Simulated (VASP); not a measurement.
# A VASP study of Lanthanum (r2SCAN): structure first, properties next

How well does r2SCAN reproduce what experiment finds for Lanthanum? The cell is relaxed first, and properties follow on it. The steps: relaxing cell and atoms (r2SCAN), single point with fields (r2SCAN), band structure (r2SCAN), total and projected DOS (r2SCAN), volume scan with r2SCAN, fit for r2SCAN and band structure (r2SCAN) with a changed input. The start is a cell from a database of measured crystal structures.

Program: VASP 6.6.1. Level of theory: r2SCAN; plane waves and PAW (La). Results are calculated unless marked as measured.

Experimental background.

“In situ and real-time monitoring of structure formation during non-reactive sputter deposition of lanthanum and reactive sputter deposition of lanthanum nitride” (2018, pmc:6068614) quotes from earlier work for La, double hexagonal close-packed (alpha) (bulk, database entry from earlier experiment): lattice constant a (a of alpha-La) 3.772 Å [literature value from ICSD entry (Beaudry & Palmer 1974)].

Report form: the programs' logs are mostly left out.

**1. Set-up**

Before any relaxation, the start is as follows. Symmetry: P6_3/mmc, No. 194, hexagonal system. Conventional cell: a = 3.770 Å, b = 3.770 Å, c = 12.159 Å, α = 90.00°, β = 90.00°, γ = 120.00°. Nearest to La lie 12 La at 3.74 to 3.77 Å. Nearest to La lie 12 La at 3.74 to 3.77 Å.

As a file:

```cif
data_structure
_symmetry_space_group_name_H-M 'P 1'
_symmetry_Int_Tables_number 1
_cell_length_a 3.7700
_cell_length_b 3.7700
_cell_length_c 12.1590
_cell_angle_alpha 90.000
_cell_angle_beta 90.000
_cell_angle_gamma 120.000
_cell_volume 149.66
loop_
_atom_site_label
_atom_site_type_symbol
_atom_site_fract_x
_atom_site_fract_y
_atom_site_fract_z
_atom_site_occupancy
La1 La 0.00000 0.00000 0.00000 1
La2 La 0.00000 0.00000 0.50000 1
La3 La 0.33333 0.66667 0.75000 1
La4 La 0.66667 0.33333 0.25000 1
```

**2. Relaxing cell and atoms (r2SCAN)**

Properties are meant for the cell that this level of theory prefers, so cell and atoms are relaxed first (ISIF = 3) until forces and stress are small; EDIFFG sets the threshold. r2SCAN adds the kinetic-energy density, costs more than a GGA and is run with LASPH.

The input, INCAR:

```
SYSTEM = La
PREC = Accurate
ENCUT = 400
EDIFF = 1E-06
NELM = 100
ISMEAR = 1
SIGMA = 0.2
LREAL = .FALSE.
ALGO = Normal
METAGGA = R2SCAN
LASPH = .TRUE.
NBANDS = 28
LORBIT = 11
LWAVE = .FALSE.
LCHARG = .FALSE.
KPAR = 4
IBRION = 2
NSW = 60
ISIF = 3
EDIFFG = -0.01
```

The input, POSCAR:

```
La
1.0
    3.7700000000      0.0000000000      0.0000000000
   -1.8850000000      3.2649157723      0.0000000000
    0.0000000000      0.0000000000     12.1590000000
La
4
Direct
    0.0000000000      0.0000000000      0.0000000000
    0.0000000000      0.0000000000      0.5000000000
    0.3333333333      0.6666666667      0.7500000000
    0.6666666667      0.3333333333      0.2500000000
```

The input, KPOINTS:

```
Automatic mesh
0
Gamma
7 7 2
0 0 0
```

Potentials, in the order of the species: La (PBE family, release 64).

Started as:

```
$ mpirun -np 4 vasp_std
```

Run time: 1.8 min. Hardware: 4 MPI ranks of Intel Xeon Platinum 8488C (Sapphire Rapids), shared host; peak memory 1 GiB; 6.9 min of CPU time.

The k-mesh is coarse for a metal. The PAW data sets were made with PBE, which is usual practice but a small mismatch for other functionals. The run keeps the 24 symmetry operations of its start, so it cannot find a distortion of lower symmetry.

Relaxation path:

| step | energy less that of the first step (eV) | largest force (eV/Å) | pressure (GPa) | volume (Å³) |
| --- | --- | --- | --- | --- |
| 1 | 0.0000 | 0.0000 | -0.22 | 149.66 |
| 2 | -0.0009 | 0.0000 | -0.04 | 148.56 |
| 3 | -0.0010 | 0.0000 | 0.01 | 148.28 |

| conventional cell, symmetrised | before | after | change |
| --- | --- | --- | --- |
| a (Å) | 3.770 | 3.757 | -0.3 % |
| b (Å) | 3.770 | 3.757 | -0.3 % |
| c (Å) | 12.159 | 12.130 | -0.2 % |
| volume (Å³/atom) | 37.42 | 37.07 | -0.9 % |

The relaxed structure:

```xyz
4
Lattice="3.7570 0.0000 0.0000 -1.8785 3.2537 0.0000 0.0000 0.0000 12.1302" Properties=species:S:1:pos:R:3 pbc="T T T"
La    0.0000    0.0000    0.0000
La    0.0000    0.0000    6.0651
La    0.0000    2.1691    9.0977
La    1.8785    1.0846    3.0326
```

Numbers from this step:

| Quantity | Value |
| --- | --- |
| electrons | 44 |
| bands | 28 |
| irreducible k-points | 16 |
| symmetry operations | 24 |
| free energy (TOTEN) | -119.0069 eV |
| energy at zero smearing | -119.0094 eV |
| Fermi energy | 7.964 eV |
| pressure | 0.005440 GPa |
| metallic, judged on the points sampled | yes |
| SCF cycles over all ionic steps | 32 |

It ends with forces that vanish by symmetry and a pressure of 0.01 GPa. The volume lies -0.9 % from that of the database's start, part of which can be the thermal and zero-point expansion of its experiment.

**3. Single point with fields (r2SCAN)**

A single point on the relaxed cell gives a clean self-consistent state, with density, ELF and potential written out.

INCAR, as its differences from that of step 2:

```diff
@@ -14,7 +14,5 @@
 LWAVE = .FALSE.
-LCHARG = .FALSE.
-KPAR = 4
-IBRION = 2
-NSW = 60
-ISIF = 3
-EDIFFG = -0.01
+LCHARG = .TRUE.
+ISIF = 2
+LELF = .TRUE.
+LVHAR = .TRUE.
```

The input, POSCAR:

```
La
1.0
    3.7570110551      0.0000000000      0.0000000000
   -1.8785055275      3.2536670160      0.0000000000
    0.0000000000      0.0000000000     12.1302474925
La
4
Direct
    0.0000000000      0.0000000000      0.0000000000
    0.0000000000      0.0000000000      0.5000000000
    0.3333333333      0.6666666667      0.7500000000
    0.6666666667      0.3333333333      0.2500000000
```

KPOINTS is that of step 2.

Started as:

```
$ mpirun -np 4 vasp_std
```

Elapsed: 44 s, on 4 MPI ranks; peak memory 0.64 GiB.

Numbers from this step:

```yaml
scf_cycles: 14
free_energy_toten: -119.0068 eV
energy_at_zero_smearing: -119.0093 eV
pressure: 0.004856 GPa
```

Valence electrons inside each PAW sphere by angular momentum. Sphere charges, by row:

| atom | s (e) | p (e) | d (e) | f (e) | tot (e) |
| --- | --- | --- | --- | --- | --- |
| La1 | 2.042 | 5.569 | 0.892 | 0.078 | 8.581 |
| La2 | 2.042 | 5.569 | 0.892 | 0.078 | 8.581 |
| La3 | 2.043 | 5.576 | 0.885 | 0.069 | 8.574 |
| La4 | 2.043 | 5.576 | 0.885 | 0.069 | 8.574 |

Valence density in the ac plane at fractional y = 0.000, with atoms of La within 0.2 Å of it. It is the smooth field of the valence electrons, not physical close to the nuclei.

Ten even steps from '0' (0.1 e/Å³) to '9' (1.6 e/Å³), each cell a mean:
```
58962000003797
76420000000256
10000000000000
00000000000000
00000011100000
00000122210000
00000122210000
00000000000000
00000000000000
22100000000012
98731000001479
15973000013894
58962000003797
76420000000246
10000000000001
00000000000000
00000011100000
00000122210000
00000122210000
00000000000000
00000000000000
22100000000012
98731000001479
15972000013894
```
Columns run along a (3.8 Å), rows up along c (12.1 Å). Atoms in or near the plane, at fractional coordinates: La at (0.00, 0.00), La at (0.00, 0.50).

Electrostatic potential energy in the ac plane at fractional y = 0.000, with atoms of La within 0.2 Å of it. With pseudopotentials it is smooth inside the atoms' cores, unlike the true potential.

Ten even steps from '_' (-102 eV) to '@' (2 eV), each cell a mean:
```
__..--##%%@@@@@@@@@@%%**::__
++**##%%@@@@@@@@@@@@@@%%##**
@@@@@@@@@@@@@@@@@@@@@@@@@@@@
@@@@@@@@@@@@@@@@@@@@@@@@@@@@
@@@@@@@@@@@@@@@@@@@@@@@@@@@@
@@@@@@@@@@%%%%%%%%@@@@@@@@@@
@@@@@@@@@@@@%%%%%%@@@@@@@@@@
@@@@@@@@@@@@@@@@@@@@@@@@@@@@
@@@@@@@@@@@@@@@@@@@@@@@@@@@@
%%%%@@@@@@@@@@@@@@@@@@@@%%%%
--==**%%@@@@@@@@@@@@@@##++==
____::**%%@@@@@@@@@@%%++..__
__..--**%%@@@@@@@@@@%%++::__
****##%%@@@@@@@@@@@@@@%%##**
@@@@@@@@@@@@@@@@@@@@@@@@@@@@
@@@@@@@@@@@@@@@@@@@@@@@@@@@@
@@@@@@@@@@@@@@@@@@@@@@@@@@@@
@@@@@@@@@@%%%%%%%%@@@@@@@@@@
@@@@@@@@@@@@%%%%%%@@@@@@@@@@
@@@@@@@@@@@@@@@@@@@@@@@@@@@@
@@@@@@@@@@@@@@@@@@@@@@@@@@@@
%%%%@@@@@@@@@@@@@@@@@@@@@@%%
--==**%%@@@@@@@@@@@@%%##++--
____::**%%@@@@@@@@@@%%++..__
```
Columns run along a (3.8 Å; values clipped at the 3rd and 97th percentile), rows up along c (12.1 Å). Atoms in or near the plane, at fractional coordinates: La at (0.00, 0.00), La at (0.00, 0.50).

ELF in the ac plane at fractional y = 0.000, with atoms of La within 0.2 Å of it. It is the smooth field of the valence electrons, not physical close to the nuclei.

Ten even steps from '_' (0.12) to '@' (0.84), each cell a mean:
```
**%%@@@@++..______::**@@@@%%
@@@@##==..__..::..__::**%%@@
--::..____..::::::..____..::
----::..______________..::--
**++::____..------..__..--++
++==::__::==**##**--....::++
**==::__..--++**++--....::++
++==::______..::..____..--++
......______......______....
**++--..__..::--::____::==++
@@@@@@##--____..__..==%%@@@@
==##@@@@**..______::##@@@@**
**%%@@@@++..______::**@@@@%%
@@@@##==..__..::..__::++%%@@
--::..____..::::::..____..::
----::..______________..::--
**++::____..------..__..--++
++==::__::==**##**--....::==
**==::__..--++**++--....::++
++==::______..::..____..--++
::....______......______....
++++--..__..::--::____..--++
@@@@@@##--____..__..==%%@@@@
==##@@@@**..______::##@@@@**
```
Columns run along a (3.8 Å), rows up along c (12.1 Å). Atoms in or near the plane, at fractional coordinates: La at (0.00, 0.00), La at (0.00, 0.50).

In this run the pressure is 0.00 GPa, small enough to go on; single stress components reach 0.03 GPa.

**4. Band structure (r2SCAN)**

The mesh alone shows little of the dispersion and can miss band extrema, so KPOINTS_OPT adds a path through the symmetry points after the self-consistent cycle.

The input, INCAR:

```
SYSTEM = La
PREC = Accurate
ENCUT = 400
EDIFF = 1E-06
NELM = 100
ISMEAR = 1
SIGMA = 0.2
LREAL = .FALSE.
ALGO = Normal
METAGGA = R2SCAN
LASPH = .TRUE.
NBANDS = 36
LORBIT = 11
LWAVE = .FALSE.
LCHARG = .FALSE.
KPAR = 4
```

POSCAR is that of step 3.

KPOINTS is that of step 3.

The input, KPOINTS_OPT:

```
Line mode
16
Line-mode
Reciprocal
  0.00000000   0.00000000   0.00000000 GAMMA
  0.50000000   0.00000000   0.00000000 M

  0.50000000   0.00000000   0.00000000 M
  0.33333333   0.33333333   0.00000000 K

  0.33333333   0.33333333   0.00000000 K
  0.00000000   0.00000000   0.00000000 GAMMA

  0.00000000   0.00000000   0.00000000 GAMMA
  0.00000000   0.00000000   0.50000000 A

  0.00000000   0.00000000   0.50000000 A
  0.50000000   0.00000000   0.50000000 L

  0.50000000   0.00000000   0.50000000 L
  0.33333333   0.33333333   0.50000000 H

  0.33333333   0.33333333   0.50000000 H
  0.00000000   0.00000000   0.50000000 A

  0.50000000   0.00000000   0.50000000 L
  0.50000000   0.00000000   0.00000000 M

  0.33333333   0.33333333   0.00000000 K
  0.33333333   0.33333333   0.50000000 H
```

Started as:

```
$ mpirun -np 4 vasp_std
```

Wall time 7.4 min (4 MPI ranks); peak memory 1.2 GiB.

Spin-orbit coupling is off here; it can split and shift levels that hold much weight on La by tenths of an eV or more.

Numbers from this step:

```yaml
scf_cycles: 16
bands: 36
pressure: 0.003946 GPa
```

The electronic bands at the labelled points (eV, zero at the Fermi level; # counts the bands kept in this run):

| point | #3 | #4 | #5 | #6 | #7 | #8 | #9 | #10 |
| --- | --- | --- | --- | --- | --- | --- | --- | --- |
| Γ | -1.89 | -1.78 | 0.56 | 0.71 | 1.43 | 1.43 | 1.51 | 1.51 |
| 0.47 of the way | -1.19 | -0.80 | -0.27 | -0.05 | 0.20 | 0.26 | 0.85 | 0.96 |
| M | -1.59 | -1.08 | -0.68 | -0.27 | -0.22 | 0.53 | 1.08 | 1.38 |
| 0.53 of the way | -0.92 | -0.52 | -0.36 | -0.07 | -0.02 | 0.01 | 0.46 | 0.99 |
| K | -0.57 | -0.49 | -0.49 | 0.03 | 0.17 | 0.17 | 0.99 | 0.99 |
| 0.47 of the way | -1.00 | -0.51 | -0.44 | -0.32 | 0.17 | 0.36 | 0.43 | 0.45 |
| Γ | -1.89 | -1.78 | 0.56 | 0.71 | 1.43 | 1.43 | 1.51 | 1.51 |
| 0.47 of the way | -1.76 | -1.70 | 0.65 | 0.91 | 1.28 | 1.45 | 1.45 | 1.52 |
| A | -1.70 | -1.70 | 0.94 | 0.94 | 1.37 | 1.37 | 1.50 | 1.50 |
| 0.53 of the way | -0.96 | -0.96 | -0.30 | -0.30 | 0.39 | 0.39 | 0.94 | 0.94 |
| L | -1.40 | -1.40 | -1.10 | -1.10 | 0.76 | 0.76 | 1.44 | 1.44 |
| 0.53 of the way | -0.84 | -0.84 | -0.68 | -0.68 | 0.40 | 0.40 | 0.97 | 0.97 |
| H | -0.29 | -0.29 | -0.04 | -0.04 | -0.01 | -0.01 | 0.96 | 0.96 |
| 0.53 of the way | -0.52 | -0.52 | -0.40 | -0.40 | 0.19 | 0.19 | 0.57 | 0.57 |
| A | -1.70 | -1.70 | 0.94 | 0.94 | 1.37 | 1.37 | 1.50 | 1.50 |
| jump to L | -1.40 | -1.40 | -1.10 | -1.10 | 0.76 | 0.76 | 1.44 | 1.44 |
| 0.47 of the way | -1.52 | -1.22 | -0.89 | -0.85 | 0.47 | 0.56 | 1.46 | 1.46 |
| M | -1.59 | -1.08 | -0.68 | -0.27 | -0.22 | 0.53 | 1.08 | 1.38 |
| jump to K | -0.57 | -0.49 | -0.49 | 0.03 | 0.17 | 0.17 | 0.99 | 0.99 |
| 0.47 of the way | -0.51 | -0.32 | -0.32 | -0.06 | 0.13 | 0.13 | 0.98 | 0.99 |
| H | -0.29 | -0.29 | -0.04 | -0.04 | -0.01 | -0.01 | 0.96 | 0.96 |

There is no gap at this level.

**5. Total and projected DOS (r2SCAN)**

Here the states are counted by energy and projected on the atoms. The mesh is finer than in the run before.

INCAR, as its differences from that of step 4:

```diff
@@ -5,3 +5,3 @@
 NELM = 100
-ISMEAR = 1
+ISMEAR = -5
 SIGMA = 0.2
@@ -16 +16,2 @@
 KPAR = 4
+NEDOS = 2001
```

POSCAR is that of step 4.

The input, KPOINTS:

```
Automatic mesh
0
Gamma
10 10 3
0 0 0
```

Started as:

```
$ mpirun -np 4 vasp_std
```

The job ended after 1.7 min (4 MPI ranks; peak memory 1.1 GiB; 6.6 min of CPU time).

With tetrahedra the forces and stress of a metal are not exact derivatives of the energy.

This step gave:

```yaml
irreducible_k_points: 28
free_energy_toten: -118.9664 eV
fermi_energy: 8.041 eV
pressure: 0.3313 GPa
dos_at_the_fermi_level_one_point_of_the_energy_grid: 8.871 states/eV/cell
```

The density of states has structure finer than the step of the table below, so its rows give means over 0.5 eV, whole bins alone (the curve runs from -12.0 to 1.02 eV). Peaks (eV: height): total -1.22: 9.43, -0.80: 8.27, -0.43: 7.28, 0.11: 9.24, 0.83: 10.2; La d -1.22: 2.80, -0.80: 2.80, -0.43: 2.57, 0.11: 3.03, 0.83: 3.07; La f 0.11: 0.872, 0.83: 1.88.

States under -12.0 eV and over 1.0 eV are left out. The density of states by energy, zero at the Fermi level; means over each step; values in states/eV/cell:

| energy (eV) | total | La d | La f |
| --- | --- | --- | --- |
| -4.0 | 0 | 0 | 0 |
| -3.5 | 0.00371 | 0 | 0 |
| -3.0 | 0.229 | 6.9e-4 | 0 |
| -2.5 | 0.439 | 0.00788 | 3.0e-5 |
| -2.0 | 1.71 | 0.302 | 0.00743 |
| -1.5 | 6.51 | 1.74 | 0.0741 |
| -1.0 | 7.15 | 2.27 | 0.160 |
| -0.5 | 5.90 | 2.09 | 0.239 |
| 0.0 | 6.00 | 1.98 | 0.502 |
| 0.5 | 6.14 | 1.98 | 0.882 |

The finer mesh and the other smearing move the Fermi level by +0.08 eV from the 7×7×2 run, one measure of the sampling error in the zero of the bands above. Of the states within 0.3 eV of the Fermi level, the largest shares in the PAW spheres are La d 33 % and La f 9 %. The rest lies in smaller channels or between the spheres.

**6. Volume scan with r2SCAN**

An equation of state needs energies on both sides of the minimum, all on one mesh and cutoff.

The input, INCAR:

```
SYSTEM = La
PREC = Accurate
ENCUT = 400
EDIFF = 1E-06
NELM = 100
ISMEAR = 1
SIGMA = 0.2
LREAL = .FALSE.
ALGO = Normal
METAGGA = R2SCAN
LASPH = .TRUE.
NBANDS = 28
LORBIT = 11
LWAVE = .FALSE.
LCHARG = .FALSE.
KPAR = 4
ISIF = 2
```

The input, POSCAR:

```
La
1.0
    3.6803158399      0.0000000000      0.0000000000
   -1.8401579199      3.1872470113      0.0000000000
    0.0000000000      0.0000000000     11.8826219389
La
4
Direct
    0.0000000000      0.0000000000      0.0000000000
    0.0000000000      0.0000000000      0.5000000000
    0.3333333333      0.6666666667      0.7500000000
    0.6666666667      0.3333333333      0.2500000000
```

The input, KPOINTS:

```
Automatic mesh
0
Gamma
7 7 2
0 0 0
```

Started as:

```
$ mpirun -np 4 vasp_std
```

Wall time 35 s (4 MPI ranks); peak memory 0.92 GiB; 2 min of CPU time.

The scan keeps the cell's shape and the fractional positions fixed.

This step gave:

```
SCF cycles              : 14
bands                   : 28
irreducible k-points    : 16
free energy (TOTEN)     : -118.9608 eV
energy at zero smearing : -118.9617 eV
Fermi energy            : 8.597 eV
pressure                : 1.690 GPa
```

The pressure here is 1.69 GPa.

**7. Volume scan with r2SCAN (run 2)**

INCAR is that of step 6.

The input, POSCAR:

```
La
1.0
    3.7062344110      0.0000000000      0.0000000000
   -1.8531172054      3.2096931523      0.0000000000
    0.0000000000      0.0000000000     11.9663051322
La
4
Direct
    0.0000000000      0.0000000000      0.0000000000
    0.0000000000      0.0000000000      0.5000000000
    0.3333333333      0.6666666667      0.7500000000
    0.6666666667      0.3333333333      0.2500000000
```

KPOINTS is that of step 6.

Started as:

```
$ mpirun -np 4 vasp_std
```

Wall time 41 s (4 MPI ranks); peak memory 0.91 GiB; 2.4 min of CPU time.

Numbers from this step:

```yaml
scf_cycles: 15
free_energy_toten: -118.9866 eV
energy_at_zero_smearing: -118.9881 eV
fermi_energy: 8.377 eV
pressure: 1.078 GPa
```

The pressure falls from 1.69 to 1.08 GPa.

The run ends at a pressure of 1.08 GPa.

**8. Volume scan with r2SCAN (run 3)**

INCAR is that of step 7.

The input, POSCAR:

```
La
1.0
    3.7317954560      0.0000000000      0.0000000000
   -1.8658977280      3.2318296666      0.0000000000
    0.0000000000      0.0000000000     12.0488339825
La
4
Direct
    0.0000000000      0.0000000000      0.0000000000
    0.0000000000      0.0000000000      0.5000000000
    0.3333333333      0.6666666667      0.7500000000
    0.6666666667      0.3333333333      0.2500000000
```

KPOINTS is that of step 7.

Started as:

```
$ mpirun -np 4 vasp_std
```

Elapsed: 36 s, on 4 MPI ranks; peak memory 0.93 GiB.

The pressure falls from 1.08 to 0.52 GPa.

The run ends at a pressure of 0.52 GPa.

**9. Volume scan with r2SCAN (run 4)**

INCAR is that of step 8.

The input, POSCAR:

```
La
1.0
    3.7570110551      0.0000000000      0.0000000000
   -1.8785055275      3.2536670160      0.0000000000
    0.0000000000      0.0000000000     12.1302474925
La
4
Direct
    0.0000000000      0.0000000000      0.0000000000
    0.0000000000      0.0000000000      0.5000000000
    0.3333333333      0.6666666667      0.7500000000
    0.6666666667      0.3333333333      0.2500000000
```

KPOINTS is that of step 8.

Started as:

```
$ mpirun -np 4 vasp_std
```

Run time: 54 s. Hardware: 4 MPI ranks; peak memory 1 GiB.

The pressure falls from 0.52 to 0.00 GPa.

The run ends at a pressure of 0.00 GPa.

**10. Volume scan with r2SCAN (run 5)**

INCAR is that of step 9.

The input, POSCAR:

```
La
1.0
    3.7818926481      0.0000000000      0.0000000000
   -1.8909463240      3.2752151077      0.0000000000
    0.0000000000      0.0000000000     12.2105825985
La
4
Direct
    0.0000000000      0.0000000000      0.0000000000
    0.0000000000      0.0000000000      0.5000000000
    0.3333333333      0.6666666667      0.7500000000
    0.6666666667      0.3333333333      0.2500000000
```

KPOINTS is that of step 9.

Started as:

```
$ mpirun -np 4 vasp_std
```

The job ended after 66 s (4 MPI ranks; peak memory 1 GiB; 4 min of CPU time).

The pressure falls from 0.00 to -0.46 GPa.

The run ends at a pressure of -0.46 GPa.

**11. Volume scan with r2SCAN (run 6)**

INCAR is that of step 10.

The input, POSCAR:

```
La
1.0
    3.8064510807      0.0000000000      0.0000000000
   -1.9032255403      3.2964833342      0.0000000000
    0.0000000000      0.0000000000     12.2898743177
La
4
Direct
    0.0000000000      0.0000000000      0.0000000000
    0.0000000000      0.0000000000      0.5000000000
    0.3333333333      0.6666666667      0.7500000000
    0.6666666667      0.3333333333      0.2500000000
```

KPOINTS is that of step 10.

Started as:

```
$ mpirun -np 4 vasp_std
```

Elapsed: 52 s, on 4 MPI ranks; peak memory 1 GiB.

The pressure falls from -0.46 to -0.89 GPa.

The run ends at a pressure of -0.89 GPa.

(Continued in part 2 of 2.)

[Lines on the potential files, build, host, timing and source positions are cut from VASP's logs without a mark.]

[Logs are printed without paths, hosts, clocks, repeated set-up lines and the standing remarks that a program may print on its own settings, such as how far it seeks lower states.]

[Hosts, paths, dates, database ids (printed as entryN), source tags and the programs' standing remarks are cut or masked in the printed files.]

[A measured line is paired with the nearest computed mode of its activity, which favours agreement.]

[In band tables of VASP the shares of atoms and orbitals are scaled to a sum of 1 inside the atoms' spheres.]
